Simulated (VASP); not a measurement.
# A VASP study of TiO2 (Anatase) (PBE): structure first, properties next, part 4 of 4

How well does PBE reproduce what experiment finds for TiO2 (Anatase)? The cell is relaxed first, and properties follow on it. The start is a cell from a database of measured crystal structures.

VASP 6.6.1, plane waves and PAW; the level of theory is named at each step.

So far, gap on the k-mesh (eV): step 2 (relaxing cell and atoms (PBE)) 2.13; step 3 (second relaxation) 2.13; step 4 (single point with fields (PBE)) 2.13; step 6 (density of states (PBE)) 2.09. The relaxed cell has a = 3.803, c = 9.707 Å (conventional setting).

### Step 8. Independent-particle dielectric function (PBE)

Level of this step: PBE; plane waves and PAW (Ti_sv, O) (VASP).

LOPTICS sums transitions from filled to empty bands. NBANDS is raised for it.

The input, INCAR:

```
SYSTEM = TiO2
PREC = Accurate
ENCUT = 520
EDIFF = 1E-06
NELM = 100
ISMEAR = 0
SIGMA = 0.05
LREAL = .FALSE.
ALGO = Normal
GGA = PE
NBANDS = 72
LASPH = .TRUE.
LORBIT = 11
LWAVE = .FALSE.
LCHARG = .FALSE.
KPAR = 4
LOPTICS = .TRUE.
NEDOS = 1500
CSHIFT = 0.1
```

The input, POSCAR:

```
TiO2
1.0
   -1.9015196885      1.9015196885      4.8532805908
    1.9015196885     -1.9015196885      4.8532805908
    1.9015196885      1.9015196885     -4.8532805908
Ti O
2 4
Direct
    0.0000000000      0.0000000000      0.0000000000
    0.7500000000      0.2500000000      0.5000000000
    0.2065503743      0.2065503743      0.0000000000
    0.9565503743      0.4565503743      0.5000000000
    0.5434496257      0.0434496257      0.5000000000
    0.7934496257      0.7934496257      0.0000000000
```

The input, KPOINTS:

```
Automatic mesh
0
Gamma
12 12 12
0 0 0
```

The projector-augmented-wave data sets are Ti_sv and O (PBE family, release 64).

The run is started by

```
$ mpirun -np 4 vasp_std
```

The log of the run:

```text
[... set-up lines as in an earlier step ...]
 entering main loop
       N       E                     dE             d eps       ncg     rms          rms(c)
DAV:   1     0.537369115676E+03    0.53737E+03   -0.18406E+04 23528   0.770E+02
DAV:   2    -0.377490821103E+01   -0.54114E+03   -0.48737E+03 23696   0.260E+02
DAV:   3    -0.678423266516E+02   -0.64067E+02   -0.61729E+02 28368   0.903E+01
DAV:   4    -0.712766100712E+02   -0.34343E+01   -0.33794E+01 29008   0.179E+01
DAV:   5    -0.713573471975E+02   -0.80737E-01   -0.80713E-01 27048   0.266E+00    0.313E+01
DAV:   6    -0.547350843828E+02    0.16622E+02   -0.94465E+00 32240   0.402E+01    0.119E+01
DAV:   7    -0.541253088041E+02    0.60978E+00   -0.43195E+00 28160   0.146E+01    0.891E+00
DAV:   8    -0.538450391722E+02    0.28027E+00   -0.25389E-01 28552   0.478E+00    0.399E+00
DAV:   9    -0.539535335531E+02   -0.10849E+00   -0.19193E-01 31984   0.292E+00    0.299E+00
DAV:  10    -0.538702276408E+02    0.83306E-01   -0.63009E-02 26184   0.249E+00    0.814E-01
DAV:  11    -0.538653718428E+02    0.48558E-02   -0.45342E-03 32216   0.579E-01    0.867E-02
DAV:  12    -0.538654933907E+02   -0.12155E-03   -0.12454E-03 25920   0.166E-01    0.169E-02
DAV:  13    -0.538655119032E+02   -0.18512E-04   -0.17551E-05 27728   0.170E-02    0.130E-02
DAV:  14    -0.538655230309E+02   -0.11128E-04   -0.92543E-06 25928   0.200E-02    0.257E-03
DAV:  15    -0.538655231276E+02   -0.96706E-07   -0.17083E-06 26424   0.505E-03
   1 F= -.53865523E+02 E0= -.53865523E+02  d E =-.882368E-13
 optical routines
 imaginary and real dielectric function
 recalculating local potential from charge density
 direction            1
 direction            2
 direction            3
```

The job ended after 9.3 min (4 MPI ranks of AMD EPYC 7R43, shared host; peak memory 4.7 GiB).

OUTCAR, selected parts (step 8):

```text
   k-points           NKPTS =    163   k-points in BZ     NKDIM =    163   number of bands    NBANDS=     72

   NELECT =      48.0000    total number of electrons

 E-fermi :   3.3522

 k-point     1 :       0.0000    0.0000    0.0000
  band No.  band energies     occupation
    ...
     20       2.3248      2.00000
     21       2.3248      2.00000
     22       2.3378      2.00000
     23       2.7065      2.00000
     24       2.7065      2.00000
     25       5.2207      0.00000
     26       5.8842      0.00000
     27       7.0623      0.00000
     28       7.0623      0.00000
     29       7.0726      0.00000
    ...

  Total        0.0196167      0.0196167      0.0150058      0.0000000      0.0000000      0.0000000
  in kB        0.4477540      0.4477540      0.3425086      0.0000000      0.0000000      0.0000000
  external PRESSURE =       0.4126722 kB  Pullay stress =       0.0000000 kB

 POSITION                                       TOTAL-FORCE (eV/Angst)
 -----------------------------------------------------------------------------------
      0.00000      0.00000      0.00000         0.000000      0.000000      0.000000
      0.00000      1.90152      2.42664         0.000000      0.000000      0.000000
      0.00000      0.00000      2.00489         0.000000     -0.000000     -0.004575
      0.00000      1.90152      4.43153        -0.000000      0.000000     -0.004575
     -0.00000      1.90152      0.42175        -0.000000      0.000000      0.004575
      0.00000      0.00000      7.70167         0.000000     -0.000000      0.004575
 -----------------------------------------------------------------------------------
    total drift:                                0.000000      0.000000      0.000000

  FREE ENERGIE OF THE ION-ELECTRON SYSTEM (eV)
  ---------------------------------------------------
  free  energy   TOTEN  =       -53.8655231276 eV

  energy  without entropy=      -53.8655231276  energy(sigma->0) =      -53.86552313

 plasma frequency squared (from intraband transitions) (eV^2)
  --------------------------------------------------------------------------------------
       0.000       0.000       0.000
       0.000       0.000      -0.000
       0.000      -0.000       0.000

[... 9 parts as in an earlier step ...]

[... 7 further parts left out ...]
```

These are independent-particle spectra without excitons or local fields. Their onset and peaks carry the functional's gap error, and fine structure and low peaks depend on the mesh and on CSHIFT.

Numbers from this step:

| Property | Result |
| --- | --- |
| SCF cycles | 15 |
| bands | 72 |
| Fermi energy | 3.352 eV |
| pressure | 0.04127 GPa |
| gap on the k-mesh | 2.095 eV |

The imaginary dielectric function has structure finer than the step of the table below, so its rows give means over 0.5 eV, whole bins alone (the curve runs from 0 to 25.0 eV). Peaks (eV: height): xx 3.70: 9.60, 7.10: 7.14; zz 3.24: 8.64, 4.09: 9.02, 7.17: 12.5, 8.64: 5.75.

The imaginary dielectric function by photon energy; means over each step:

```
photon energy (eV)      xx      zz
               0.5  0.0301  0.0239
               1.0  0.0685  0.0531
               1.5   0.133  0.0974
               2.0   0.327   0.185
               2.5    2.02   0.489
               3.0    4.00    4.24
               3.5    7.90    7.39
               4.0    9.34    7.91
               4.5    8.51    5.14
               5.0    8.14    3.48
               5.5    5.10    4.19
               6.0    4.34    4.73
               6.5    5.68    6.93
               7.0    6.55    11.0
               7.5    4.87    9.48
               8.0    4.03    5.23
               8.5    2.42    5.19
               9.0    2.67    3.92
               9.5    1.69    1.99
              10.0    1.48    1.29
              10.5    1.28   0.779
              11.0    1.13   0.542
              11.5    1.14   0.493
              12.0    1.18   0.568
              12.5    1.02   0.558
              13.0   0.994   0.826
              13.5   0.996    1.13
              14.0   0.972    1.12
              14.5    1.02    1.27
              15.0    1.09   0.979
              15.5    1.14   0.945
              16.0    1.19   0.876
              16.5    1.17   0.972
              17.0    1.10    1.01
              17.5   0.939    1.00
              18.0   0.953   0.976
              18.5    1.03   0.920
              19.0    1.23    1.14
              19.5    1.30    1.33
              20.0    1.30   0.991
              20.5    1.42   0.929
              21.0    1.31    1.06
              21.5    1.25    1.37
              22.0    1.12    1.53
              22.5    1.07    1.15
              23.0   0.934   0.883
              23.5   0.865   0.799
              24.0   0.961   0.900
              24.5   0.980   0.829
```

Table of real dielectric function by photon energy:

```
photon energy (eV)      xx      zz
                 0    6.99    6.61
                 1    7.30    6.86
                 2    8.73    7.87
                 3    10.8    13.2
                 4    5.84    5.89
                 5    1.44    4.00
                 6    2.17    5.75
                 7   0.998    4.60
                 8   -1.26   -2.94
                 9  -0.668   -3.39
                10  -0.262   -1.79
                11   0.244  -0.551
                12   0.544   0.309
                13   0.794    1.05
                14   0.914   0.889
                15    1.06   0.593
                16    1.02   0.855
                17   0.870   0.956
                18    1.01    1.01
                19    1.23    1.20
                20    1.04   0.606
                21   0.652   0.979
                22   0.558   0.580
                23   0.572   0.491
                24   0.674   0.652
```

The mean of ε2 over directions passes 5 % of its top at 2.24 eV, against a least direct gap of 2.40 eV on this mesh; what lies under the gap is the tail of the broadening by CSHIFT. The indirect gap (2.09 eV in the band run) doesn't show, since phonons are left out.

### Step 9. Core levels (PBE)

Core levels shift with the potential at each site, so they tell like atoms on unlike sites apart.

INCAR, as its differences from that of step 8:

```diff
@@ -10,3 +10,3 @@
 GGA = PE
-NBANDS = 72
+NBANDS = 30
 LASPH = .TRUE.
@@ -16,4 +16,2 @@
 KPAR = 4
-LOPTICS = .TRUE.
-NEDOS = 1500
-CSHIFT = 0.1
+ICORELEVEL = 1
```

POSCAR is that of step 8.

The input, KPOINTS:

```
Automatic mesh
0
Gamma
8 8 8
0 0 0
```

The run is started by

```
$ mpirun -np 4 vasp_std
```

The log of the run:

```text
[... set-up lines as in an earlier step ...]
 entering main loop
       N       E                     dE             d eps       ncg     rms          rms(c)
[... 16 cycles as in an earlier step ...]
   1 F= -.53865502E+02 E0= -.53865502E+02  d E =-.319230E-15
```

Run time: 97 s. Hardware: 4 MPI ranks; peak memory 1.1 GiB; 5.1 min of CPU time.

Parts of OUTCAR (step 9):

```text
   NELECT =      48.0000    total number of electrons

 the core state eigenenergies are
   1-  1s  -4859.3274  2s   -528.4267  2p   -435.6745
   2-  1s  -4859.3274  2s   -528.4267  2p   -435.6745
   3-  1s   -500.8326
   4-  1s   -500.8326
   5-  1s   -500.8326
   6-  1s   -500.8326

 E-fermi :   3.3559

[... 20 parts as in an earlier step ...]

[... 1 further part left out ...]
```

These are scalar-relativistic Kohn-Sham levels of the ground state, with no core hole, so they are not binding energies.

This step gave:

```yaml
scf_cycles: 16
bands: 30
irreducible_k_points: 59
fermi_energy: 3.356 eV
pressure: 0.04006 GPa
valence_top_at_k: -0.375, 0.375, 0
gap_on_the_k_mesh: 2.127 eV
```

Kohn-Sham core levels. Core levels, by row:

```
atom  shell  level below the valence-band top (eV)
 Ti1     1s                                   4862
 Ti1     2s                                  531.5
 Ti1     2p                                  438.8
 Ti2     1s                                   4862
 Ti2     2s                                  531.5
 Ti2     2p                                  438.8
  O3     1s                                  503.9
  O4     1s                                  503.9
  O5     1s                                  503.9
  O6     1s                                  503.9
```

Atoms of one element give levels within 0.1 eV of each other.

### Step 10. Starting orbitals for the hybrid

A hybrid converges badly from random orbitals, so a cheap semilocal run writes a WAVECAR on the same mesh first.

The input, INCAR:

```
SYSTEM = TiO2
PREC = Accurate
ENCUT = 520
EDIFF = 1E-05
NELM = 100
ISMEAR = 0
SIGMA = 0.05
LREAL = .FALSE.
ALGO = Normal
GGA = PE
NBANDS = 30
LASPH = .TRUE.
LORBIT = 11
LWAVE = .TRUE.
LCHARG = .FALSE.
KPAR = 4
```

POSCAR is that of step 9.

The input, KPOINTS:

```
Automatic mesh
0
Gamma
5 5 5
0 0 0
```

The run is started by

```
$ mpirun -np 4 vasp_std
```

The log of the run:

```text
[... set-up lines as in an earlier step ...]
 entering main loop
       N       E                     dE             d eps       ncg     rms          rms(c)
DAV:   1     0.665037896298E+03    0.66504E+03   -0.24532E+04  1080   0.185E+03
DAV:   2     0.365340274397E+02   -0.62850E+03   -0.59865E+03  1190   0.542E+02
DAV:   3    -0.664112550643E+02   -0.10295E+03   -0.10175E+03  1530   0.203E+02
DAV:   4    -0.711622894311E+02   -0.47510E+01   -0.47451E+01  1600   0.442E+01
DAV:   5    -0.713541213223E+02   -0.19183E+00   -0.19178E+00  1494   0.688E+00    0.313E+01
DAV:   6    -0.543898658463E+02    0.16964E+02   -0.10726E+02  1426   0.966E+01    0.118E+01
DAV:   7    -0.540673050118E+02    0.32256E+00   -0.16617E+01  1402   0.331E+01    0.825E+00
DAV:   8    -0.538879626497E+02    0.17934E+00   -0.25125E+00  1306   0.156E+01    0.309E+00
DAV:   9    -0.538647626364E+02    0.23200E-01   -0.44736E-01  1584   0.531E+00    0.116E+00
DAV:  10    -0.538675961810E+02   -0.28335E-02   -0.76762E-02  1272   0.240E+00    0.480E-01
DAV:  11    -0.538646262287E+02    0.29700E-02   -0.22680E-02  1434   0.970E-01    0.109E-01
DAV:  12    -0.538646773760E+02   -0.51147E-04   -0.27598E-03  1226   0.483E-01    0.683E-02
DAV:  13    -0.538646397284E+02    0.37648E-04   -0.16898E-04  1386   0.119E-01    0.206E-02
DAV:  14    -0.538646424795E+02   -0.27511E-05   -0.55913E-05  1048   0.430E-02
   1 F= -.53864642E+02 E0= -.53864642E+02  d E =-.327435E-25
 writing wavefunctions
```

Elapsed: 32 s, on 4 MPI ranks; peak memory 0.9 GiB.

OUTCAR, selected parts (step 10):

```text
   k-points           NKPTS =     18   k-points in BZ     NKDIM =     18   number of bands    NBANDS=     30

   NELECT =      48.0000    total number of electrons

 E-fermi :   3.4762

 k-point     1 :       0.0000    0.0000    0.0000
  band No.  band energies     occupation
    ...
     20       2.3238      2.00000
     21       2.3238      2.00000
     22       2.3371      2.00000
     23       2.7058      2.00000
     24       2.7058      2.00000
     25       5.2197      0.00000
     26       5.8832      0.00000
     27       7.0614      0.00000
     28       7.0614      0.00000
     29       7.0717      0.00000
    ...

  Total        0.0647440      0.0647440      0.0531006      0.0000000      0.0000000      0.0000000
  in kB        1.4777910      1.4777910      1.2120297      0.0000000      0.0000000      0.0000000
  external PRESSURE =       1.3892039 kB  Pullay stress =       0.0000000 kB

 POSITION                                       TOTAL-FORCE (eV/Angst)
 -----------------------------------------------------------------------------------
      0.00000      0.00000      0.00000         0.000000      0.000000      0.000000
      0.00000      1.90152      2.42664         0.000000      0.000000     -0.000000
      0.00000      0.00000      2.00489        -0.000000     -0.000000     -0.008615
      0.00000      1.90152      4.43153         0.000000      0.000000     -0.008615
     -0.00000      1.90152      0.42175        -0.000000     -0.000000      0.008615
      0.00000      0.00000      7.70167        -0.000000     -0.000000      0.008615
 -----------------------------------------------------------------------------------
    total drift:                                0.000000      0.000000      0.000000

  FREE ENERGIE OF THE ION-ELECTRON SYSTEM (eV)
  ---------------------------------------------------
  free  energy   TOTEN  =       -53.8646424795 eV

  energy  without entropy=      -53.8646424795  energy(sigma->0) =      -53.86464248

[... 7 parts as in an earlier step ...]

[... 9 further parts left out ...]
```

Numbers from this step:

* SCF cycles: 14
* irreducible k-points: 18
* free energy (TOTEN): -53.8646 eV
* Fermi energy: 3.476 eV
* pressure: 0.1389 GPa
* valence top at k: -0.4, 0.4, 0
* least direct gap at k: -0.2, -0.2, 0.2
* gap on the k-mesh: 2.103 eV
* least direct gap on the k-mesh: 2.417 eV

The run ends at a pressure of 0.14 GPa, with forces up to 0.0086 eV/Å.

### Step 11. Band structure (HSE06)

This step: HSE06; plane waves and PAW (Ti_sv, O) (VASP 6.6.1).

HSE06 mixes in a quarter of exact exchange at short range, at far higher cost; in semiconductors this cures much of the gap error, while metals seldom gain.

The input, INCAR:

```
SYSTEM = TiO2
PREC = Accurate
ENCUT = 520
EDIFF = 1E-06
NELM = 100
ISMEAR = 0
SIGMA = 0.05
LREAL = .FALSE.
ALGO = Normal
LHFCALC = .TRUE.
AEXX = 0.25
GGA = PE
HFSCREEN = 0.2
LASPH = .TRUE.
NBANDS = 30
PRECFOCK = Fast
LORBIT = 11
LWAVE = .FALSE.
LCHARG = .FALSE.
KPAR = 4
```

POSCAR is that of step 10.

KPOINTS is that of step 10.

The input, KPOINTS_OPT:

```
Line mode
6
Line-mode
Reciprocal
  0.00000000   0.00000000   0.00000000 GAMMA
  0.00000000   0.00000000   0.50000000 X

  0.00000000   0.00000000   0.50000000 X
 -0.07675397   0.07675397   0.50000000 Y

 -0.07675397   0.07675397   0.50000000 Y
 -0.28837699   0.28837699   0.28837699 S

 -0.28837699   0.28837699   0.28837699 S
  0.00000000   0.00000000   0.00000000 GAMMA

  0.00000000   0.00000000   0.00000000 GAMMA
  0.50000000   0.50000000  -0.50000000 Z

  0.50000000   0.50000000  -0.50000000 Z
  0.28837699   0.71162301  -0.28837699 S1

  0.28837699   0.71162301  -0.28837699 S1
  0.00000000   0.50000000   0.00000000 N

  0.00000000   0.50000000   0.00000000 N
  0.25000000   0.25000000   0.25000000 P

  0.25000000   0.25000000   0.25000000 P
  0.50000000   0.50000000  -0.07675397 Y1

  0.50000000   0.50000000  -0.07675397 Y1
  0.50000000   0.50000000  -0.50000000 Z

  0.00000000   0.00000000   0.50000000 X
  0.25000000   0.25000000   0.25000000 P
```

The WAVECAR or CHGCAR of an earlier step is read.

The run is started by

```
$ mpirun -np 4 vasp_std
```

The log of the run:

```text
[banner, memory and clock lines left out]
running    4 mpi-ranks, on    1 nodes
[...]
LDA part: xc-table for (Slater+PW92), standard interpolation
 found WAVECAR, reading the header
 POSCAR, INCAR and KPOINTS ok, starting setup
[...]
reading WAVECAR
 the WAVECAR file was read successfully
 initial charge from wavefunction
 entering main loop
       N       E                     dE             d eps       ncg     rms          rms(c)
DAV:   1    -0.667911887405E+02   -0.66791E+02   -0.30444E+00  1080   0.160E+01    0.444E+00
DAV:   2    -0.665173458116E+02    0.27384E+00   -0.78427E-01  1280   0.118E+01    0.141E+00
DAV:   3    -0.665459375924E+02   -0.28592E-01   -0.23302E-01  1522   0.383E+00    0.109E+00
DAV:   4    -0.665356176987E+02    0.10320E-01   -0.44753E-02  1370   0.205E+00    0.447E-01
```

Run time: 30 min. Hardware: 4 MPI ranks.

The run was cut off at its time limit.

More ranks or a longer limit might have been enough; this was not tried.

### Step 12. Summary of results

```yaml
relaxed_volume: 11.70 Å³/atom
relaxed_conventional_cell_a_b_c: 3.803, 3.803, 9.707 Å
space_group_after_relaxing_within_0p02_a: I4_1/amd (No. 141)
band_gap: 2.09 eV, indirect (least direct gap of that run 2.40 eV)
gap_among_the_points_of_the_dos_mesh_alone_an_upper_bound: 2.09 eV
strongest_peak_of_eps_2_mean_over_directions: 4.01 eV
eps_1_at_zero_frequency_no_local_fields_mean: 6.86
shallowest_level_of_the_frozen_cores: Ti1 2p, 438.8 eV deep
```

In words: With PBE, TiO2 (Anatase) relaxes to 11.70 Å³/atom in space group I4_1/amd (held by the symmetry of the run) and has an indirect gap of 2.09 eV. Against the listed cell the volume lies +3.0 % (a +0.5 %, c +2.0 %). Not obtained: vibrations at Γ (PBE), because the run hit its time limit. Not obtained: band structure (HSE06), because the run hit its time limit. Bands along the symmetry lines (PBE): The path shows an indirect gap of 2.09 eV (valence top between Γ and X, conduction bottom at Γ). The least direct gap is 2.40 eV. The gaps belong to a cell whose volume lies +3.0 % from the listed one, and gaps move with volume, which bears on their distance from experiment. Semilocal functionals usually underestimate gaps. No search among competing phases was made, and a listed structure need not be the one stable at ambient conditions. All values are for a static lattice at zero temperature.

Computed beside measured:

| quantity | measured | PBE |
| --- | --- | --- |
| lattice constant a (Å) | 3.782 | 3.803 (+0.6 %) |
| lattice constant c (Å) | 9.502 | 9.707 (+2.2 %) |

Measured values from pmc:7952686 (2021).

**Verdict.** The lattice constant a is off by +0.6 %: good agreement. The lattice constant c is off by +2.2 %: a clear miss. The grades are ours: good and fair within 0.7 and 1.5 % for the lattice constant a and 0.8 and 2 % for the lattice constant c. For lattice constants the calculation has a static lattice, without zero-point motion or thermal expansion. As a rule both would widen the computed cell, so the excess over experiment is if anything larger than shown.

[Lines on the potential files, build, host, timing and source positions are cut from VASP's logs without a mark.]

[Logs are printed without paths, hosts, clocks, repeated set-up lines and the standing remarks that a program may print on its own settings, such as how far it seeks lower states.]

[Hosts, paths, dates, database ids (printed as entryN), source tags and the programs' standing remarks are cut or masked in the printed files.]

[A measured line is paired with the nearest computed mode of its activity, which favours agreement.]

[In band tables of VASP the shares of atoms and orbitals are scaled to a sum of 1 inside the atoms' spheres.]
